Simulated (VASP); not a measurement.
```xyz
4
Lattice="4.3964 0.0000 0.0000 0.0000 4.3964 0.0000 0.0000 0.0000 6.2254" Properties=species:S:1:pos:R:3 pbc="T T T"
Zn     2.1982     2.1982     3.1127
Hg     0.0000     0.0000     0.0000
Te     0.0000     2.1982     1.6938
Te     2.1982     0.0000     4.5315
```

Calculation: LDA (Ceperley-Alder, Perdew-Zunger), VASP's LDA PAW potentials (set 64) (plane waves; VASP). Settings: 400 eV cut-off, 6×6×4 Γ-centred mesh, tetrahedra with Blöchl corrections, potentials Zn Hg Te.

**Question.** The job: ZnHgTe2 (space group P-4m2), 4 atoms, LDA, static run, 400 eV, 6×6×4 Γ-centred mesh. Roughly how much core time does it take on a busy server core?

**Answer.** About 30 core-seconds (one run on a shared machine, a rough figure). It had 30 irreducible k-points, 22 bands, up to 2212 plane waves and 16 electronic steps.

The structure comes from a computed database's ZnHgTe2 entry (P-4m2); how it stands against other phases isn't given here. It was relaxed first, which changed the volume by -6 %.
